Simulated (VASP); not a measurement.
VASP runs on HfSi2 (space group Cmcm) share one base input (PBE GGA, plane waves, VASP's PBE PAW potentials (set 64)) and change the settings named in each case.

### KPOINTS
```
K-points
0
Gamma
6 6 6
0 0 0
```

**INCAR**
```
! general
SYSTEM =HfSi2
PREC   =Accurate
ENCUT  =300
LREAL  =.False.
LASPH  =.True.

! electronic loop
EDIFF  =1E-6
NELM   =100
ALGO   =Normal
LMAXMIX=6   ! l cut-off of mixed one-centre charges

! smearing
ISMEAR =0
SIGMA  =0.05   ! width (eV)

! functional
GGA    =PE   ! PBE

! ions
ISIF   =2

! output
LWAVE  =.False.
LCHARG =.False.
```

File POSCAR:
```
HfSi2
1
    1.8360000000    -7.2850000000     0.0000000000
    1.8360000000     7.2850000000     0.0000000000
    0.0000000000     0.0000000000     3.6410000000
Si Hf
4 2
Direct
  0.5590000000   0.4410000000   0.2500000000
  0.4410000000   0.5590000000   0.7500000000
  0.2500000000   0.7500000000   0.2500000000
  0.7500000000   0.2500000000   0.7500000000
  0.8940000000   0.1060000000   0.2500000000
  0.1060000000   0.8940000000   0.7500000000
```

POTCAR, in this order: Si Hf_pv (PBE.64 set). Program: vasp_std.

| change | E(σ→0) (eV/atom) | pressure (GPa) | −TS (eV) |
|---|---|---|---|
| base run | -7.4727 | 1.04 | -0.0017 |
| GGA removed, POTCAR Si Hf_pv (LDA.64 set) | -8.1853 | -5.70 | -0.0016 |
| GGA_COMPAT = .FALSE., LNONCOLLINEAR = .TRUE., LSORBIT = .TRUE., MAGMOM = 0.0 0.0 0.0 0.0 0.0 0.0 0.0 0.0 0.0 0.0 0.0 0.0 0.0 0.0 0.0 0.0 0.0 0.0, program vasp_ncl | -7.6983 | 0.94 | -0.0017 |
| KPOINTS 2×2×2 Γ-centred mesh | -7.1873 | 1.39 | -0.0092 |
 Energies of different potentials or functionals have different zeros.  Unless said otherwise, spin-orbit coupling is left out, though it shifts the bands of the heavy elements here. At 300 eV the pressure can carry a Pulay error.

Left out are runs that ran out of time, are held back, or changed the cell or the kind of run, fixed moments of cells without a moment, rows past the twelfth, gaps on odd meshes, pressures of charged cells and columns that move by less than the noise.

The structure comes from a measured HfSi2 entry of the Crystallography Open Database, whose conditions weren't checked. The cell was not relaxed at this level.
